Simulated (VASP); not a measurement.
An input for Quantum ESPRESSO's pw.x (written as the equivalent of a VASP run, and not itself run):

```
&CONTROL
  calculation = 'scf'
  pseudo_dir = './pseudo'
  outdir = './out'
  tprnfor = .true.
  tstress = .true.
/
&SYSTEM
  ibrav = 0
  nat = 3
  ntyp = 2
  ecutwfc = 84
  occupations = 'tetrahedra'
  input_dft = 'pw91'
/
&ELECTRONS
  conv_thr = 7.3e-09
  electron_maxstep = 100
/
ATOMIC_SPECIES
  Hf 178.490 Hf.upf
  O 15.999 O.upf
CELL_PARAMETERS angstrom
     0.0000000    2.5363014    2.5363014
     2.5363014    0.0000000    2.5363014
     2.5363014    2.5363014    0.0000000
ATOMIC_POSITIONS crystal
  Hf   0.0000000  0.0000000  0.0000000
  O    0.2500000  0.2500000  0.2500000
  O    0.7500000  0.7500000  0.7500000
K_POINTS automatic
  8 8 8 0 0 0
```

**Question.** Write the VASP files for the same calculation (PW91).

**Answer.** This is not unique; one that fits is 
KPOINTS:
```
Regular mesh
0
gamma
  8 8 8
```

POSCAR:
```
HfO2
1
    0.0000000000     2.5363013528     2.5363013528
    2.5363013528     0.0000000000     2.5363013528
    2.5363013528     2.5363013528     0.0000000000
Hf O
1 2
Direct
  0.0000000000   0.0000000000   0.0000000000
  0.2500000000   0.2500000000   0.2500000000
  0.7500000000   0.7500000000   0.7500000000
```

INCAR:
```
LASPH=T   ! aspherical one-centre terms
LCHARG=T
ISMEAR=-5
NEDOS=601   ! DOS grid
ISIF=2
ALGO=Normal   ! blocked Davidson
LORBIT=11   ! lm-projected
SYSTEM=HfO2
LWAVE=F
EDIFF=1E-7   ! SCF stop (eV)
ENCUT=520   ! plane-wave cut-off (eV)
PREC=Accurate
NELM=100
LREAL=F   ! projection in real space or not
GGA=91
LEFG=T
LMAXMIX=6
```

POTCAR, in this order: Hf_pv O (PBE.64 set). Program: vasp_std.

What does not carry over: the potentials are each code's own (VASP's PAW set, PseudoDojo norm-conserving files in pw.x), so ENCUT and ecutwfc are chosen apart and not converted; conv_thr bounds pw.x's estimated SCF error, while EDIFF bounds the energy change between steps; the field gradients of LEFG aren't asked of the other code.

The compound is HfO2 in the fluorite structure, the high-temperature cubic form, which is unstable at 0 K; the monoclinic form is the stable one. It was relaxed first.
